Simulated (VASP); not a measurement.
These are revTPSS meta-GGA, VASP's PBE PAW potentials (set 64) (plane waves; VASP 6.6.1) values and carry that method's errors.

Input for VASP

KPOINTS:
```
Automatic mesh
0
Gamma
12 12 7
0 0 0
```

### POSCAR
```
Gd
1.0
  1.8164808684  -3.1462369431   0.0000000000
  1.8164808684   3.1462369431   0.0000000000
  0.0000000000   0.0000000000   5.6914184928
Gd
2
Cartesian
  1.8164808684   1.0487477452   1.4228546232
  1.8164808684  -1.0487477452   4.2685638696
```

### INCAR
```
ENCUT  =  520   # plane-wave cut-off (eV)
IBRION  =  2
EDIFFG  =  -0.01
PREC  =  Accurate
NSW  =  30
SIGMA  =  0.1   # width (eV)
NELM  =  100   # most electronic steps
EDIFF  =  1E-7   # SCF stop (eV)
LMAXMIX  =  6   # l cut-off of mixed one-centre charges
SYSTEM  =  Gd
LREAL  =  .False.   # projection in real space or not
LASPH  =  .True.   # aspherical one-centre terms
LWAVE  =  .False.
ALGO  =  Normal   # blocked Davidson
METAGGA  =  RTPSS
ISIF  =  4   # ions and shape, fixed volume
LCHARG  =  .False.
ISMEAR  =  1
LMIXTAU  =  .True.
```

POTCAR, in this order: Gd_3 (PBE.64 set). Program: vasp_std.

What VASP printed:

**OUTCAR**
```
 ion  position               nearest neighbor table
   1  0.333  0.667  0.250-   2 3.54   2 3.54   2 3.54   2 3.54   2 3.54   2 3.54
   2  0.667  0.333  0.750-   1 3.54   1 3.54   1 3.54   1 3.54   1 3.54   1 3.54
  LATTYP: Found a hexagonal cell.
 ALAT       =     3.6329615532
 C/A-ratio  =     1.5666057593
 Subroutine PRICEL returns:
 Original cell was already a primitive cell.
 Subroutine GETGRP returns: Found 24 space group operations
The static configuration has the point symmetry D_3d.
 The point group associated with its full space group is D_6h.
The dynamic configuration has the point symmetry D_3d.
 Subroutine INISYM returns: Found 24 space group operations
 Subroutine IBZKPT returns following result:
 Found     76 irreducible k-points:

 Following reciprocal coordinates:
            Coordinates               Weight
  0.000000  0.000000  0.000000      1.000000
  0.083333 -0.000000  0.000000      6.000000
  0.166667  0.000000  0.000000      6.000000
  0.250000  0.000000  0.000000      6.000000
  0.333333  0.000000  0.000000      6.000000
  0.416667  0.000000  0.000000      6.000000
  0.500000  0.000000  0.000000      3.000000
  0.083333  0.083333  0.000000      6.000000
  0.166667  0.083333  0.000000     12.000000
  0.250000  0.083333  0.000000     12.000000
  0.333333  0.083333  0.000000     12.000000
  0.416667  0.083333  0.000000     12.000000
  0.166667  0.166667  0.000000      6.000000
  0.250000  0.166667  0.000000     12.000000
  0.333333  0.166667  0.000000     12.000000
  0.416667  0.166667  0.000000      6.000000
  0.250000  0.250000  0.000000      6.000000
  0.333333  0.250000  0.000000     12.000000
  0.333333  0.333333  0.000000      2.000000
  0.000000  0.000000  0.142857      2.000000
  0.083333 -0.000000  0.142857     12.000000
  0.166667  0.000000  0.142857     12.000000
...
```

**OSZICAR**
```
       N       E                     dE             d eps       ncg     rms          rms(c)
DAV:   1     0.129463979593E+03    0.12946E+03   -0.10984E+04  1976   0.158E+03
DAV:   2     0.631617368399E+02   -0.66302E+02   -0.64941E+02  2176   0.343E+02
DAV:   3     0.595903466662E+02   -0.35714E+01   -0.33307E+01  3007   0.451E+01
DAV:   4     0.594649226481E+02   -0.12542E+00   -0.12235E+00  2928   0.772E+00
DAV:   5     0.594597932825E+02   -0.51294E-02   -0.51232E-02  3237   0.122E+00    0.281E+01
DAV:   6     0.502546686269E+02   -0.92051E+01   -0.35565E+01  2000   0.687E+02    0.147E+01
DAV:   7     0.218113793384E+01   -0.48074E+02   -0.23846E+02  3456   0.366E+01    0.337E+00
DAV:   8     0.514073185036E+02    0.49226E+02   -0.44053E+02  2070   0.443E+01    0.105E+00
DAV:   9     0.511459657479E+02   -0.26135E+00   -0.12093E+00  2179   0.470E+00    0.703E-01
DAV:  10     0.510843313720E+02   -0.61634E-01   -0.42649E-01  2031   0.370E+00    0.588E-01
DAV:  11     0.510824581849E+02   -0.18732E-02   -0.13272E-02  2682   0.220E-01    0.578E-01
DAV:  12     0.510836864052E+02    0.12282E-02   -0.40331E-04  2174   0.229E-01    0.564E-01
DAV:  13     0.510830890821E+02   -0.59732E-03   -0.15882E-04  2216   0.124E-01    0.547E-01
DAV:  14     0.511099536454E+02    0.26865E-01   -0.42171E-03  2016   0.794E-01    0.890E-01
DAV:  15     0.510864571152E+02   -0.23497E-01   -0.24237E-02  1986   0.195E+00    0.856E-01
DAV:  16     0.510761962582E+02   -0.10261E-01   -0.83781E-03  1976   0.135E+00    0.854E-01
DAV:  17     0.510747776439E+02   -0.14186E-02   -0.69405E-05  2161   0.103E-01    0.768E-01
DAV:  18     0.510749187995E+02    0.14116E-03   -0.58634E-05  2036   0.932E-02    0.566E-01
DAV:  19     0.510730156071E+02   -0.19032E-02   -0.27026E-04  2006   0.168E-01    0.167E-01
DAV:  20     0.510733729903E+02    0.35738E-03   -0.85714E-05  2026   0.997E-02    0.163E-01
DAV:  21     0.510727089653E+02   -0.66403E-03   -0.42996E-05  1996   0.816E-02    0.208E-01
DAV:  22     0.510732096973E+02    0.50073E-03   -0.46097E-05  1996   0.742E-02    0.199E-01
DAV:  23     0.510732225305E+02    0.12833E-04   -0.28765E-06  2326   0.147E-02    0.176E-01
DAV:  24     0.510731280178E+02   -0.94513E-04   -0.44602E-06  2006   0.224E-02    0.152E-01
DAV:  25     0.510731331699E+02    0.51521E-05   -0.28903E-06  2036   0.149E-02    0.125E-01
DAV:  26     0.510730533373E+02   -0.79833E-04   -0.55098E-06  1996   0.283E-02    0.865E-02
DAV:  27     0.510730556116E+02    0.22743E-05   -0.24216E-06  2146   0.130E-02    0.581E-02
DAV:  28     0.510730114443E+02   -0.44167E-04   -0.64298E-06  1996   0.316E-02    0.295E-02
DAV:  29     0.510730115801E+02    0.13579E-06   -0.18546E-06  2156   0.109E-02    0.102E-02
DAV:  30     0.510730090416E+02   -0.25385E-05   -0.15047E-06  1996   0.162E-02    0.138E-03
DAV:  31     0.510730080190E+02   -0.10226E-05   -0.27800E-07  1996   0.721E-03    0.207E-03
DAV:  32     0.510730095096E+02    0.14906E-05   -0.27522E-07  1996   0.770E-03    0.189E-03
DAV:  33     0.510730081346E+02   -0.13751E-05   -0.12416E-07  1892   0.501E-03    0.958E-04
DAV:  34     0.510730083566E+02    0.22201E-06   -0.50256E-09  1018   0.919E-04    0.217E-04
DAV:  35     0.510730082631E+02   -0.93467E-07   -0.10605E-09  1018   0.395E-04
   1 F= 0.51073008E+02 E0= 0.51073245E+02  d E =0.510730E+02
       N       E                     dE             d eps       ncg     rms          rms(c)
DAV:   1     0.510727744901E+02   -0.23387E-03   -0.90643E-03  1986   0.697E-01    0.587E-02
DAV:   2     0.510728995179E+02    0.12503E-03   -0.14347E-04  2316   0.100E-01    0.366E-02
DAV:   3     0.510729317704E+02    0.32253E-04   -0.82402E-05  2351   0.652E-02    0.233E-02
DAV:   4     0.510729424995E+02    0.10729E-04   -0.14731E-05  2423   0.337E-02    0.466E-03
DAV:   5     0.510729320301E+02   -0.10469E-04   -0.83688E-06  2011   0.288E-02    0.538E-03
DAV:   6     0.510729336972E+02    0.16671E-05   -0.15738E-06  1996   0.107E-02    0.384E-03
DAV:   7     0.510729318053E+02   -0.18919E-05   -0.90104E-07  1996   0.801E-03    0.446E-04
DAV:   8     0.510729318597E+02    0.54393E-07   -0.23367E-08  1083   0.144E-03
   2 F= 0.51072932E+02 E0= 0.51073226E+02  d E =-.764034E-04
       N       E                     dE             d eps       ncg     rms          rms(c)
DAV:   1     0.510727708704E+02   -0.16093E-03   -0.78728E-03  1986   0.650E-01    0.547E-02
DAV:   2     0.510728798192E+02    0.10895E-03   -0.12496E-04  2316   0.936E-02    0.343E-02
DAV:   3     0.510729077866E+02    0.27967E-04   -0.71276E-05  2359   0.606E-02    0.221E-02
DAV:   4     0.510729173967E+02    0.96101E-05   -0.12796E-05  2423   0.315E-02    0.431E-03
DAV:   5     0.510729080950E+02   -0.93017E-05   -0.74632E-06  2011   0.271E-02    0.506E-03
DAV:   6     0.510729095620E+02    0.14671E-05   -0.13820E-06  2006   0.999E-03    0.363E-03
DAV:   7     0.510729078929E+02   -0.16691E-05   -0.76778E-07  2006   0.736E-03    0.420E-04
DAV:   8     0.510729079525E+02    0.59582E-07   -0.20293E-08  1053   0.133E-03
   3 F= 0.51072908E+02 E0= 0.51073254E+02  d E =-.100311E-03
```

**OUTCAR**
```
------------------------ aborting loop because EDIFF is reached ----------------------------------------
  FORCE on cell =-STRESS in cart. coord.  units (eV):
  Direction    XX          YY          ZZ          XY          YZ          ZX
  --------------------------------------------------------------------------------------
  Total       -0.5300808     -0.5300807     -0.5290546      0.0000000     -0.0000000      0.0000000
  in kB      -13.0550895    -13.0550879    -13.0298156      0.0000000     -0.0000000      0.0000000
  external PRESSURE =     -13.0466643 kB  Pullay stress =       0.0000000 kB
  volume of cell :       65.05
      direct lattice vectors                 reciprocal lattice vectors
     1.814223600 -3.142327252 -0.000000000     0.275599987 -0.159117737  0.000000000
     1.814223600  3.142327252  0.000000000     0.275599987  0.159117737  0.000000000
     0.000000000  0.000000000  5.705589878     0.000000000 -0.000000000  0.175266716
 POSITION                                       TOTAL-FORCE (eV/Angst)
 -----------------------------------------------------------------------------------
      1.81422      1.04744      1.42640        -0.000000     -0.000000      0.000000
      1.81422     -1.04744      4.27919         0.000000      0.000000      0.000000
 -----------------------------------------------------------------------------------
    total drift:                                0.000000      0.000116     -0.000011
  FREE ENERGIE OF THE ION-ELECTRON SYSTEM (eV)
  ---------------------------------------------------
  free  energy   TOTEN  =        51.0729079525 eV

  energy  without entropy=       51.0739460871  energy(sigma->0) =       51.07325400

 reached required accuracy - stopping structural energy minimisation
```
(Selected blocks of OUTCAR.)

### CONTCAR
```
Gd
   1.00000000000000
     1.8142236004461247   -3.1423272515005571   -0.0000000000000000
     1.8142236004461247    3.1423272515005571    0.0000000000000000
     0.0000000000000000    0.0000000000000000    5.7055898780472791
  Gd
     2
Direct
     0.3333330000000032    0.6666669999999968    0.2500000000000000
     0.6666669999999968    0.3333330000000032    0.7500000000000000
```

The 4f electrons are frozen in the core of the lanthanide potential, so 4f levels, which can set the real gap, and their magnetism are missing.

The compound is Gd in the hcp structure. This cell is one point of a volume scan, at 1.03 of the reference volume. Symmetry was kept, so distortions that lower it aren't found.
